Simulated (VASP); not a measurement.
Method: HSEsol screened hybrid, VASP's PBE PAW potentials (set 64) (plane waves; VASP 6.6.1).

VASP input:

### INCAR
```
# general
SYSTEM  =KBr
PREC    =Accurate
ENCUT   =520
LREAL   =.FALSE.
LASPH   =.TRUE.
ISYM    =3

# electronic loop
EDIFF   =1E-6
NELM    =60
ALGO    =Normal
LMAXMIX =4

# smearing
ISMEAR  =0
SIGMA   =0.05

# functional
GGA     =PS
LHFCALC =.TRUE.
AEXX    =0.25
HFSCREEN=0.2
PRECFOCK=Fast

# ions
ISIF    =2

# output
LWAVE   =.FALSE.
LCHARG  =.FALSE.
```

POSCAR:
```
KBr
1
    0.0000000000     3.2488738904     3.2488738904
    3.2488738904     0.0000000000     3.2488738904
    3.2488738904     3.2488738904     0.0000000000
K Br
1 1
Direct
  0.0000000000   0.0000000000   0.0000000000
  0.5000000000   0.5000000000   0.5000000000
```

File KPOINTS:
```
Automatic mesh
0
Gamma
6 6 6
0 0 0
```

POTCAR, in this order: K_sv Br (PBE.64 set). Program: vasp_std. Read from the step before: WAVECAR.

Output of the run:

File OSZICAR:
```
       N       E                     dE             d eps       ncg     rms          rms(c)
DAV:   1    -0.736825626823E+01   -0.73683E+01   -0.12526E-01   396   0.425E+00    0.108E+00
DAV:   2    -0.736910729158E+01   -0.85102E-03   -0.73745E-03   520   0.862E-01    0.617E-01
DAV:   3    -0.736883200577E+01    0.27529E-03   -0.71248E-04   516   0.289E-01    0.315E-01
DAV:   4    -0.736878162024E+01    0.50386E-04   -0.20129E-04   568   0.137E-01    0.162E-01
DAV:   5    -0.736877840996E+01    0.32103E-05   -0.40620E-05   708   0.566E-02    0.874E-02
DAV:   6    -0.736877862180E+01   -0.21184E-06   -0.47570E-06   552   0.201E-02
   1 F= -.73687786E+01 E0= -.73687786E+01  d E =-.360508E-15
```

File OUTCAR:
```
------------------------ aborting loop because EDIFF is reached ----------------------------------------
  FORCE on cell =-STRESS in cart. coord.  units (eV):
  Direction    XX          YY          ZZ          XY          YZ          ZX
  --------------------------------------------------------------------------------------
  Total        0.1911112      0.1911112      0.1911112      0.0000000      0.0000000     -0.0000000
  in kB        4.4644531      4.4644531      4.4644531      0.0000000      0.0000000     -0.0000000
  external PRESSURE =       4.4644531 kB  Pullay stress =       0.0000000 kB
  volume of cell :       68.58
      direct lattice vectors                 reciprocal lattice vectors
     0.000000000  3.248873890  3.248873890    -0.153899479  0.153899479  0.153899479
     3.248873890  0.000000000  3.248873890     0.153899479 -0.153899479  0.153899479
     3.248873890  3.248873890  0.000000000     0.153899479  0.153899479 -0.153899479
  FREE ENERGIE OF THE ION-ELECTRON SYSTEM (eV)
  ---------------------------------------------------
  free  energy   TOTEN  =        -7.3687786218 eV

  energy  without entropy=       -7.3687786218  energy(sigma->0) =       -7.36877862

  exchange ACFDT corr.  =         0.00000000  see jH, gK, PRB 81, 115126
```
(Selected blocks of OUTCAR.)

The compound is KBr in the rock salt structure. This cell is one point of a volume scan, at 0.91 of the reference volume. The cell's shape comes from a PBE relaxation.
